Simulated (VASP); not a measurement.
These are PBEsol GGA, VASP's PBE PAW potentials (set 64) (plane waves; VASP 6.6.1) values and carry that method's errors.

A VASP calculation is set up with these files.

**INCAR**
```
! general
SYSTEM   =  NbSi
PREC     =  Accurate
ENCUT    =  400
LREAL    =  .FALSE.   ! projection in real space or not
LASPH    =  .TRUE.   ! aspherical one-centre terms
ICHARG   =  11

! electronic loop
EDIFF    =  1E-7   ! SCF stop (eV)
NELM     =  100
ALGO     =  Normal   ! blocked Davidson
LMAXMIX  =  4   ! l cut-off of mixed one-centre charges

! smearing
ISMEAR   =  0
SIGMA    =  0.05

! functional
GGA      =  PS

! output
LWAVE    =  .FALSE.
LCHARG   =  .FALSE.
LORBIT   =  11   ! lm-projected
```

File POSCAR:
```
NbSi
1
    2.9932259487     0.0000000000     0.0000000000
   -1.4966129744     2.5922096513     0.0000000000
    0.0000000000     0.0000000000     4.0511323204
Nb Si
1 1
Direct
  0.0000000000   0.0000000000   1.0000000000
  0.6666670000   0.3333330000   0.5000000000
```

KPOINTS:
```
k-points along high-symmetry lines
10
Line-mode
Reciprocal
  0.000000   0.000000   0.000000 ! GAMMA
  0.500000   0.000000   0.000000 ! M

  0.500000   0.000000   0.000000 ! M
  0.333333   0.333333   0.000000 ! K

  0.333333   0.333333   0.000000 ! K
  0.000000   0.000000   0.000000 ! GAMMA

  0.000000   0.000000   0.000000 ! GAMMA
  0.000000   0.000000   0.500000 ! A

  0.000000   0.000000   0.500000 ! A
  0.500000   0.000000   0.500000 ! L

  0.500000   0.000000   0.500000 ! L
  0.333333   0.333333   0.500000 ! H

  0.333333   0.333333   0.500000 ! H
  0.000000   0.000000   0.500000 ! A

  0.500000   0.000000   0.500000 ! L
  0.500000   0.000000   0.000000 ! M

  0.333333   0.333333   0.500000 ! H
  0.333333   0.333333   0.000000 ! K
```

POTCAR, in this order: Nb_sv Si (PBE.64 set). Program: vasp_std. Read from the step before: CHGCAR.

The resulting files:

**OUTCAR**
```
 ion  position               nearest neighbor table
   1  0.000  0.000  0.000-   2 2.66   2 2.66   2 2.66   2 2.66   2 2.66   2 2.66
   2  0.667  0.333  0.500-   1 2.66   1 2.66   1 2.66   1 2.66   1 2.66   1 2.66
  LATTYP: Found a hexagonal cell.
 ALAT       =     2.9932259487
 C/A-ratio  =     1.3534335162
 Subroutine PRICEL returns:
 Original cell was already a primitive cell.
 Subroutine GETGRP returns: Found 12 space group operations
The static configuration has the point symmetry D_3h.
The dynamic configuration has the point symmetry D_3h.
 Subroutine INISYM returns: Found 12 space group operations
   k-points           NKPTS =     90   k-points in BZ     NKDIM =     90   number of bands    NBANDS=     12
   number of dos      NEDOS =    301   number of ions     NIONS =      2
   total plane-waves  NPLWV =  11200
   dimension x,y,z NGX =    20 NGY =   20 NGZ =   28
   dimension x,y,z NGXF=    40 NGYF=   40 NGZF=   56
   ions per type =               1   1
   PREC   = accura    normal or accurate (medium, high low for compatibility)
   ISTART =      0    job   : 0-new  1-cont  2-samecut
   ICHARG =     11    charge: 1-file 2-atom 10-const
   ISPIN  =      1    spin polarized calculation?
   LNONCOLLINEAR =      F non collinear calculations
   LSORBIT =      F    spin-orbit coupling
   INIWAV =      1    electr: 0-lowe 1-rand  2-diag
...
```

### OSZICAR
```
       N       E                     dE             d eps       ncg     rms          rms(c)
DAV:   1     0.106888912773E+03    0.10689E+03   -0.77218E+03  2168   0.111E+03
DAV:   2    -0.116307503142E+02   -0.11852E+03   -0.11419E+03  2552   0.379E+02
DAV:   3    -0.172769881030E+02   -0.56462E+01   -0.53523E+01  3392   0.651E+01
DAV:   4    -0.175284136435E+02   -0.25143E+00   -0.24691E+00  3012   0.140E+01
DAV:   5    -0.175402694197E+02   -0.11856E-01   -0.11849E-01  3656   0.255E+00
DAV:   6    -0.175404821124E+02   -0.21269E-03   -0.21267E-03  3064   0.295E-01
DAV:   7    -0.175404850882E+02   -0.29759E-05   -0.29758E-05  3368   0.346E-02
DAV:   8    -0.175404851415E+02   -0.53307E-07   -0.52423E-07  2720   0.454E-03
   1 F= -.17540485E+02 E0= -.17538318E+02  d E =-.433405E-02
```

**OUTCAR**
```
 val. band max:       11.0690525382   @ k =   0.0000   0.0000   0.2222

 cond. band min:      11.0711851084   @ k =   0.5000   0.0000   0.2778



 k-point     1 :       0.0000    0.0000    0.0000
  band No.  band energies     occupation
      1     -43.5674      2.00000
      2     -19.8570      2.00000
      3     -19.1590      2.00000
      4     -19.1590      2.00000
      5      -0.3108      2.00000
      6       7.5775      2.00000
      7       9.5085      2.00000
      8      10.9766      1.99214
      9      10.9766      1.99214
     10      13.4028      0.00000
     11      13.4028      0.00000
     12      18.2635      0.00000

 k-point     2 :       0.0556    0.0000    0.0000
  band No.  band energies     occupation
      1     -43.5636      2.00000
      2     -19.8521      2.00000
      3     -19.1884      2.00000
      4     -19.1655      2.00000
      5      -0.2379      2.00000
      6       7.6640      2.00000
      7       9.4024      2.00000
      8      10.8384      2.00000
      9      11.0609      1.21721
     10      13.3591      0.00000
     11      13.5232      0.00000
     12      17.9297      0.00000

 k-point     3 :       0.1111    0.0000    0.0000
  band No.  band energies     occupation
      1     -43.5526      2.00000
      2     -19.8384      2.00000
      3     -19.2725      2.00000
      4     -19.1843      2.00000
      5      -0.0215      2.00000
      6       7.9038      2.00000
      7       9.1269      2.00000
      8      10.4742      2.00000
      9      11.3092      0.00000
     10      13.2368      0.00000
     11      13.8352      0.00000
     12      16.8275      0.00000

 k-point     4 :       0.1667    0.0000    0.0000
  band No.  band energies     occupation
      1     -43.5357      2.00000
      2     -19.8172      2.00000
      3     -19.3996      2.00000
      4     -19.2130      2.00000
      5       0.3316      2.00000
      6       8.2224      2.00000
      7       8.7655      2.00000
...
```

The density is held fixed in this step, so its total energy and stress have no physical meaning.

The structure was generated: NbSi was put into the WC type (P-6m2), which need not be its known phase. It was relaxed first, which changed the volume by -13 %. The electron count is odd and the run is not spin-polarised, which forces a metal.
